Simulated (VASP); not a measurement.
# WSe2: how numerical settings change the zone-centre modes, part 2 of 3

How far do the zone-centre frequencies of WSe2 depend on the numerical settings? The starting structure is a measured crystal structure from the Crystallography Open Database.

VASP 6.6.1.

The database entry behind the starting cell differs from later determinations by our own check (a about 0.2 % long), so it need not match the best structure at ambient conditions.

## 2. Reference modes (continued)

Level of this step: LDA; plane waves and PAW (W, Se) (VASP).

From OUTCAR (step 2):

```text
ion  position               nearest neighbor table
   1  0.667  0.333  0.750-   4 2.51   6 2.51   4 2.51   6 2.51   4 2.51   6 2.51
   2  0.333  0.667  0.250-   3 2.51   5 2.51   3 2.51   5 2.51   3 2.51   5 2.51
   3  0.667  0.333  0.380-   2 2.51   2 2.51   2 2.51
   4  0.333  0.667  0.880-   1 2.51   1 2.51   1 2.51
   5  0.667  0.333  0.120-   2 2.51   2 2.51   2 2.51
   6  0.333  0.667  0.620-   1 2.51   1 2.51   1 2.51

  LATTYP: Found a hexagonal cell.
 ALAT       =     3.2494509838
 C/A-ratio  =     3.9450777591

 Subroutine GETGRP returns: Found 24 space group operations
 (whereof 12 operations were pure point group operations)

The static configuration has the point symmetry D_3d.
 The point group associated with its full space group is D_6h.

 Found     20 irreducible k-points:

   k-points           NKPTS =     20   k-points in BZ     NKDIM =     20   number of bands    NBANDS=     24

   dimension x,y,z NGX =    24 NGY =   24 NGZ =   90
   dimension x,y,z NGXF=    48 NGYF=   48 NGZF=  180

   ENCUT  =  450.0 eV  33.07 Ry    5.75 a.u.   5.62  5.62 22.17*2*pi/ulx,y,z

   NELECT =      36.0000    total number of electrons

 k-points in reciprocal lattice and weights: Automatic mesh
   0.00000000  0.00000000  0.00000000       0.008
   0.12500000 -0.00000000  0.00000000       0.047
   0.25000000 -0.00000000  0.00000000       0.047
   0.37500000  0.00000000  0.00000000       0.047
   0.50000000 -0.00000000  0.00000000       0.023
   0.12500000  0.12500000  0.00000000       0.047
   0.25000000  0.12500000  0.00000000       0.094
   0.37500000  0.12500000  0.00000000       0.094
   0.25000000  0.25000000  0.00000000       0.047
[...]
0.25000000  0.25000000  0.50000000       0.047
   0.37500000  0.25000000  0.50000000       0.047

 average (electrostatic) potential at core
       1 -40.5350       2 -40.5350       3 -58.9125       4 -58.9125       5 -58.9125
       6 -58.9125

  Total        0.0068573      0.0068573      0.0072281      0.0000000     -0.0000000      0.0000000
  in kB        0.0937234      0.0937234      0.0987919      0.0000000     -0.0000000      0.0000000
  external PRESSURE =       0.0954129 kB  Pullay stress =       0.0000000 kB

  energy-cutoff  :      450.00
  volume of cell :      117.22
      direct lattice vectors                 reciprocal lattice vectors
     3.249450984  0.000000000  0.000000000     0.307744294  0.177676251  0.000000000
    -1.624725492  2.814107100  0.000000000     0.000000000  0.355352502  0.000000000
     0.000000000  0.000000000 12.819336806     0.000000000  0.000000000  0.078007156

 POSITION                                       TOTAL-FORCE (eV/Angst)
 -----------------------------------------------------------------------------------
      1.62473      0.93804      9.61450         0.000000     -0.000000      0.000000
     -0.00000      1.87607      3.20483         0.000000      0.000000      0.000000
      1.62473      0.93804      4.87281        -0.000000      0.000000      0.000877
     -0.00000      1.87607     11.28248        -0.000000     -0.000000      0.000877
      1.62473      0.93804      1.53686        -0.000000      0.000000     -0.000877
     -0.00000      1.87607      7.94653         0.000000      0.000000     -0.000877
 -----------------------------------------------------------------------------------
    total drift:                               -0.000000      0.000000     -0.000000

 MACROSCOPIC STATIC DIELECTRIC TENSOR (including local field effects in DFT)
 ------------------------------------------------------
          15.289031     0.000000     0.000000
           0.000000    15.289031     0.000000
           0.000000     0.000000     8.212602
 ------------------------------------------------------

 PIEZOELECTRIC TENSOR (including local field effects)  for field in x, y, z        (C/m^2)
          XX          YY          ZZ          XY          YZ          ZX
  --------------------------------------------------------------------------------
  x     0.00000     0.00000     0.00000     0.00000     0.00000     0.00000
  y     0.00000     0.00000     0.00000     0.00000     0.00000     0.00000
  z     0.00000     0.00000     0.00000     0.00000     0.00000     0.00000

 BORN EFFECTIVE CHARGES (including local field effects) (in |e|, cummulative output)
 ---------------------------------------------------------------------------------
 ion    1
    1    -1.40761     0.00000     0.00000
    2     0.00000    -1.40761     0.00000
    3     0.00000    -0.00000    -0.90491
 ion    2
    1    -1.40761     0.00000     0.00000
    2     0.00000    -1.40761     0.00000
    3     0.00000     0.00000    -0.90491
 ion    3
    1     0.70380     0.00000     0.00000
    2     0.00000     0.70380     0.00000
    3     0.00000     0.00000     0.45245
 ion    4
    1     0.70380     0.00000     0.00000
    2     0.00000     0.70380     0.00000
    3    -0.00000     0.00000     0.45245
 ion    5
    1     0.70380     0.00000     0.00000
    2     0.00000     0.70380     0.00000
    3     0.00000    -0.00000     0.45245
 ion    6
    1     0.70380     0.00000     0.00000
    2     0.00000     0.70380     0.00000
    3    -0.00000     0.00000     0.45245

 Eigenvectors and eigenvalues of the dynamical matrix
 ----------------------------------------------------

   1 f  =    9.330577 THz    58.625747 2PiTHz  311.234559 cm-1    38.588150 meV
             X         Y         Z           dx          dy          dz
      1.624725  0.938036  9.614503     0.000000    0.000000   -0.476110
     -0.000000  1.876071  3.204834    -0.000000   -0.000000    0.476110
      1.624725  0.938036  4.872809     0.000000    0.000000   -0.369675
     -0.000000  1.876071 11.282477    -0.000000   -0.000000    0.369675
      1.624725  0.938036  1.536860     0.000000    0.000000   -0.369675
     -0.000000  1.876071  7.946528    -0.000000   -0.000000    0.369675

   2 f  =    9.244487 THz    58.084825 2PiTHz  308.362897 cm-1    38.232109 meV
             X         Y         Z           dx          dy          dz
      1.624725  0.938036  9.614503    -0.000000   -0.000000    0.480600
     -0.000000  1.876071  3.204834    -0.000000   -0.000000    0.480600
      1.624725  0.938036  4.872809     0.000000    0.000000   -0.366758
     -0.000000  1.876071 11.282477     0.000000    0.000000   -0.366758
      1.624725  0.938036  1.536860     0.000000    0.000000   -0.366758
     -0.000000  1.876071  7.946528     0.000000    0.000000   -0.366758

   3 f  =    7.644288 THz    48.030476 2PiTHz  254.985989 cm-1    31.614219 meV
             X         Y         Z           dx          dy          dz
      1.624725  0.938036  9.614503     0.000000   -0.000000   -0.000000
     -0.000000  1.876071  3.204834     0.000000   -0.000000   -0.000000
      1.624725  0.938036  4.872809    -0.000000    0.000000    0.500000
     -0.000000  1.876071 11.282477    -0.000000    0.000000    0.500000
      1.624725  0.938036  1.536860    -0.000000    0.000000   -0.500000
     -0.000000  1.876071  7.946528    -0.000000    0.000000   -0.500000

   4 f  =    7.570170 THz    47.564779 2PiTHz  252.513679 cm-1    31.307692 meV
             X         Y         Z           dx          dy          dz
      1.624725  0.938036  9.614503     0.000000   -0.000000   -0.000000
     -0.000000  1.876071  3.204834    -0.000000    0.000000    0.000000
      1.624725  0.938036  4.872809     0.000000   -0.000000   -0.500000
     -0.000000  1.876071 11.282477    -0.000000    0.000000    0.500000
      1.624725  0.938036  1.536860     0.000000   -0.000000    0.500000
     -0.000000  1.876071  7.946528    -0.000000    0.000000   -0.500000

   5 f  =    7.467158 THz    46.917535 2PiTHz  249.077567 cm-1    30.881669 meV
             X         Y         Z           dx          dy          dz
      1.624725  0.938036  9.614503    -0.000000    0.480690   -0.000000
     -0.000000  1.876071  3.204834    -0.000000    0.480690   -0.000000
      1.624725  0.938036  4.872809     0.000000   -0.366700   -0.000000
     -0.000000  1.876071 11.282477     0.000000   -0.366700    0.000000
      1.624725  0.938036  1.536860     0.000000   -0.366700   -0.000000
     -0.000000  1.876071  7.946528     0.000000   -0.366700   -0.000000

   6 f  =    7.467158 THz    46.917535 2PiTHz  249.077567 cm-1    30.881669 meV
             X         Y         Z           dx          dy          dz
      1.624725  0.938036  9.614503     0.480690    0.000000    0.000000
     -0.000000  1.876071  3.204834     0.480690    0.000000   -0.000000
      1.624725  0.938036  4.872809    -0.366700   -0.000000    0.000000
     -0.000000  1.876071 11.282477    -0.366700   -0.000000   -0.000000
      1.624725  0.938036  1.536860    -0.366700   -0.000000   -0.000000
     -0.000000  1.876071  7.946528    -0.366700   -0.000000    0.000000

   7 f  =    7.461112 THz    46.879550 2PiTHz  248.875911 cm-1    30.856666 meV
             X         Y         Z           dx          dy          dz
      1.624725  0.938036  9.614503    -0.000000    0.479927   -0.000000
     -0.000000  1.876071  3.204834     0.000000   -0.479927   -0.000000
      1.624725  0.938036  4.872809    -0.000000    0.367199   -0.000000
     -0.000000  1.876071 11.282477     0.000000   -0.367199    0.000000
      1.624725  0.938036  1.536860    -0.000000    0.367199    0.000000
     -0.000000  1.876071  7.946528     0.000000   -0.367199   -0.000000

   8 f  =    7.461112 THz    46.879550 2PiTHz  248.875911 cm-1    30.856666 meV
             X         Y         Z           dx          dy          dz
      1.624725  0.938036  9.614503     0.479927    0.000000    0.000000
     -0.000000  1.876071  3.204834    -0.479927   -0.000000   -0.000000
      1.624725  0.938036  4.872809     0.367199    0.000000    0.000000
     -0.000000  1.876071 11.282477    -0.367199   -0.000000   -0.000000
      1.624725  0.938036  1.536860     0.367199    0.000000   -0.000000
     -0.000000  1.876071  7.946528    -0.367199   -0.000000    0.000000

   9 f  =    5.314308 THz    33.390782 2PiTHz  177.266233 cm-1    21.978202 meV
             X         Y         Z           dx          dy          dz
      1.624725  0.938036  9.614503     0.000000   -0.000000   -0.000000
     -0.000000  1.876071  3.204834    -0.000000    0.000000   -0.000000
      1.624725  0.938036  4.872809     0.000000    0.500000   -0.000000
     -0.000000  1.876071 11.282477     0.000000    0.500000   -0.000000
      1.624725  0.938036  1.536860    -0.000000   -0.500000   -0.000000
     -0.000000  1.876071  7.946528    -0.000000   -0.500000   -0.000000

  10 f  =    5.314308 THz    33.390782 2PiTHz  177.266233 cm-1    21.978202 meV
             X         Y         Z           dx          dy          dz
      1.624725  0.938036  9.614503     0.000000   -0.000000    0.000000
     -0.000000  1.876071  3.204834     0.000000   -0.000000   -0.000000
      1.624725  0.938036  4.872809     0.500000   -0.000000   -0.000000
     -0.000000  1.876071 11.282477     0.500000   -0.000000   -0.000000
      1.624725  0.938036  1.536860    -0.500000    0.000000    0.000000
     -0.000000  1.876071  7.946528    -0.500000    0.000000    0.000000

  11 f  =    5.255159 THz    33.019135 2PiTHz  175.293223 cm-1    21.733580 meV
             X         Y         Z           dx          dy          dz
      1.624725  0.938036  9.614503     0.000000   -0.000000    0.000000
     -0.000000  1.876071  3.204834    -0.000000   -0.000000    0.000000
      1.624725  0.938036  4.872809    -0.000001   -0.500000    0.000000
     -0.000000  1.876071 11.282477     0.000001    0.500000   -0.000000
      1.624725  0.938036  1.536860     0.000001    0.500000    0.000000
     -0.000000  1.876071  7.946528    -0.000001   -0.500000   -0.000000

  12 f  =    5.255159 THz    33.019135 2PiTHz  175.293223 cm-1    21.733580 meV
             X         Y         Z           dx          dy          dz
      1.624725  0.938036  9.614503     0.000000    0.000000    0.000000
     -0.000000  1.876071  3.204834    -0.000000    0.000000   -0.000000
      1.624725  0.938036  4.872809    -0.500000    0.000001    0.000000
     -0.000000  1.876071 11.282477     0.500000   -0.000001   -0.000000
      1.624725  0.938036  1.536860     0.500000   -0.000001   -0.000000
     -0.000000  1.876071  7.946528    -0.500000    0.000001    0.000000

  13 f  =    1.140689 THz     7.167161 2PiTHz   38.049294 cm-1     4.717509 meV
             X         Y         Z           dx          dy          dz
      1.624725  0.938036  9.614503    -0.000000    0.000000    0.522799
     -0.000000  1.876071  3.204834     0.000000   -0.000000   -0.522799
      1.624725  0.938036  4.872809     0.000000   -0.000000   -0.336661
     -0.000000  1.876071 11.282477    -0.000000    0.000000    0.336661
      1.624725  0.938036  1.536860     0.000000   -0.000000   -0.336661
     -0.000000  1.876071  7.946528    -0.000000    0.000000    0.336661
    [... 43 further lines ...]
      1.624725  0.938036  1.536860     0.000000   -0.000000    0.339836
     -0.000000  1.876071  7.946528     0.000000   -0.000000    0.339836

 MACROSCOPIC STATIC DIELECTRIC TENSOR IONIC CONTRIBUTION
 ------------------------------------------------------
           0.315607     0.000000    -0.000000
           0.000000     0.315607    -0.000000
          -0.000000    -0.000000     0.085113
 ------------------------------------------------------

 ELASTIC MODULI CONTR FROM IONIC RELAXATION (kBar)
 Direction    XX          YY          ZZ          XY          YZ          ZX
 --------------------------------------------------------------------------------
 XX        -479.0862   -295.3827   -984.8436      0.0000     -0.0000     -0.0000
 YY        -295.3827   -479.0862   -984.8436     -0.0000     -0.0000      0.0000
 ZZ        -984.8436   -984.8436  -2504.7281     -0.0000      0.0000     -0.0000
 XY           0.0000     -0.0000     -0.0000    -91.8517      0.0000      0.0000
 YZ          -0.0000     -0.0000      0.0000      0.0000  -1258.6744     -0.0000
 ZX          -0.0000      0.0000     -0.0000     -0.0000     -0.0000  -1105.7722
 --------------------------------------------------------------------------------

 PIEZOELECTRIC TENSOR IONIC CONTR  for field in x, y, z        (C/m^2)
          XX          YY          ZZ          XY          YZ          ZX
  --------------------------------------------------------------------------------
  x    -0.00000     0.00000     0.00000    -0.00000     0.00000     0.00000
  y     0.00000    -0.00000    -0.00000    -0.00000     0.00000    -0.00000
  z    -0.00000    -0.00000    -0.00000     0.00000    -0.00000    -0.00000
```

Energies printed during the response cycles are not total energies of the cell. The data set W keeps the semicore shell frozen, which is cheaper and a little less accurate.

Reference: the zone-centre modes are B1g (2) 311.2, A2u 308.4, A1g 255.0, B2u 252.5, E1g 177.3, E2u 175.3, B1g (1) 38.0, E2g 24.7 cm⁻¹ (levels within 1 cm⁻¹ of another are left out).

## 3. Modes with a 4×4×1 mesh

Against step 2 the input has a 4×4×1 mesh (also changed: KPAR).

Contents of INCAR:

```
SYSTEM = WSe2
PREC = Accurate
ENCUT = 450
EDIFF = 1E-08
NELM = 100
ISMEAR = 0
SIGMA = 0.03
LREAL = .FALSE.
ALGO = Normal
GGA = CA
NBANDS = 24
LORBIT = 11
LWAVE = .FALSE.
LCHARG = .FALSE.
KPAR = 2
IBRION = 8
LEPSILON = .TRUE.
ISIF = 2
```

Contents of POSCAR:

```
WSe2
1.0
    3.2494509838      0.0000000000      0.0000000000
   -1.6247254919      2.8141071004      0.0000000000
    0.0000000000      0.0000000000     12.8193368055
W Se
2 4
Direct
    0.6666666667      0.3333333333      0.7500000000
    0.3333333333      0.6666666667      0.2500000000
    0.6666666667      0.3333333333      0.3801139589
    0.3333333333      0.6666666667      0.8801139589
    0.6666666667      0.3333333333      0.1198860411
    0.3333333333      0.6666666667      0.6198860411
```

Contents of KPOINTS:

```
Automatic mesh
0
Gamma
4 4 1
0 0 0
```

PAW data sets: W and Se (LDA family, release 64).

The run is started by

```
$ mpirun -np 4 vasp_std
```

The log of the run:

```text
[banner, memory and clock lines left out]
running    4 mpi-ranks, on    1 nodes
[...]
LDA part: xc-table for (Slater(with rela. corr.)+CA(PZ))
 , standard interpolation
 POSCAR, INCAR and KPOINTS ok, starting setup
[...]
entering main loop
       N       E                     dE             d eps       ncg     rms          rms(c)
DAV:   1     0.160548351006E+03    0.16055E+03   -0.14696E+04   192   0.118E+03
DAV:   2    -0.381761911444E+02   -0.19872E+03   -0.19310E+03   256   0.236E+02
DAV:   3    -0.504495756865E+02   -0.12273E+02   -0.12164E+02   256   0.609E+01
DAV:   4    -0.506766443941E+02   -0.22707E+00   -0.22685E+00   256   0.849E+00
[...]
DAV:  14    -0.487144001879E+02    0.19453E-06   -0.22703E-06   272   0.713E-03    0.306E-03
DAV:  15    -0.487144001034E+02    0.84448E-07   -0.27401E-07   280   0.306E-03    0.118E-03
DAV:  16    -0.487144001000E+02    0.34579E-08   -0.47616E-08   232   0.986E-04
   1 F= -.48714400E+02 E0= -.48714400E+02  d E =-.232197E-16
[...]
RMM:  16    -0.704458663996E-01   -0.59678E-07    0.12993E-06   830   0.100E-04    0.995E-08
 first order change of Fermi-energy   0.11522E-01
 force on displaced ion       3 direction 1 :  -9.421  -0.004   0.001
 Born effective charge ion    3 direction 1 :   0.860   0.001   0.000
 Linear response progress:
  Degree of freedom:   4/  4
       N       E                     dE             d eps       ncg     rms          rms(c)
RMM:   1    -0.127855644435E+00   -0.12786E+00    0.61716E-02   432   0.146E+00
RMM:   2    -0.122946708749E+00    0.49089E-02   -0.47369E-03   324   0.341E-01    0.268E-01
RMM:   3    -0.122839625556E+00    0.10708E-03   -0.85011E-04   341   0.106E-01    0.209E-01
RMM:   4    -0.122837757786E+00    0.18678E-05   -0.37750E-04   336   0.649E-02    0.552E-02
[...]
RMM:  16    -0.122850390796E+00    0.82889E-08   -0.12812E-07   374   0.102E-04    0.215E-07
RMM:  17    -0.122850406488E+00   -0.15692E-07   -0.13545E-07   357   0.102E-04    0.124E-07
RMM:  18    -0.122850369516E+00    0.36972E-07   -0.12317E-07   362   0.102E-04    0.775E-08
 first order change of Fermi-energy   0.30010E+00
 force on displaced ion       3 direction 3 :  -0.000  -0.000 -17.114
 Born effective charge ion    3 direction 3 :   0.000  -0.000  -0.017
 Born effective charges drift removed
 Linear response finished
```

The job ended after 98 s (4 MPI ranks of AMD EPYC 7R43, shared host; peak memory 0.7 GiB).

From OUTCAR (step 3):

```text
  Total       -0.1782582     -0.1782582      0.0625655      0.0000000      0.0000000      0.0000000
  in kB       -2.4363733     -2.4363733      0.8551249      0.0000000      0.0000000      0.0000000
  external PRESSURE =      -1.3392073 kB  Pullay stress =       0.0000000 kB

 POSITION                                       TOTAL-FORCE (eV/Angst)
 -----------------------------------------------------------------------------------
      1.62473      0.93804      9.61450         0.000000     -0.000000      0.000000
     -0.00000      1.87607      3.20483         0.000000      0.000000      0.000000
      1.62473      0.93804      4.87281         0.000000      0.000000     -0.104555
     -0.00000      1.87607     11.28248        -0.000000      0.000000     -0.104555
      1.62473      0.93804      1.53686         0.000000     -0.000000      0.104555
     -0.00000      1.87607      7.94653        -0.000000     -0.000000      0.104555
 -----------------------------------------------------------------------------------
    total drift:                               -0.000000      0.000000     -0.000000

 MACROSCOPIC STATIC DIELECTRIC TENSOR (including local field effects in DFT)
 ------------------------------------------------------
          12.975750     0.000000     0.000000
          -0.000000    12.975750     0.000000
           0.000000     0.000000     9.432778
 ------------------------------------------------------

 MACROSCOPIC STATIC DIELECTRIC TENSOR IONIC CONTRIBUTION
 ------------------------------------------------------
           0.356462     0.000000    -0.000000
           0.000000     0.356462    -0.000000
          -0.000000    -0.000000     0.017885
 ------------------------------------------------------

[... 1 part as in an earlier step ...]

[... 1 further part left out ...]
```

With a 4×4×1 mesh the compared modes are at the top B1g (2) 309.6, A2u 308.0 cm⁻¹, at the bottom B1g (1) 39.6, E2g 23.7 cm⁻¹, with 4 more of the listed ones between; the largest shift among the levels compared is +3.9 cm⁻¹, in A1g, from the reference.

[end of part 2 of 3]

[Lines on the potential files, build, host, timing and source positions are cut from VASP's logs without a mark.]

[Logs are printed without paths, hosts, clocks, repeated set-up lines and the standing remarks that a program may print on its own settings, such as how far it seeks lower states.]

[Hosts, paths, dates, database ids (printed as entryN), source tags and the programs' standing remarks are cut or masked in the printed files.]
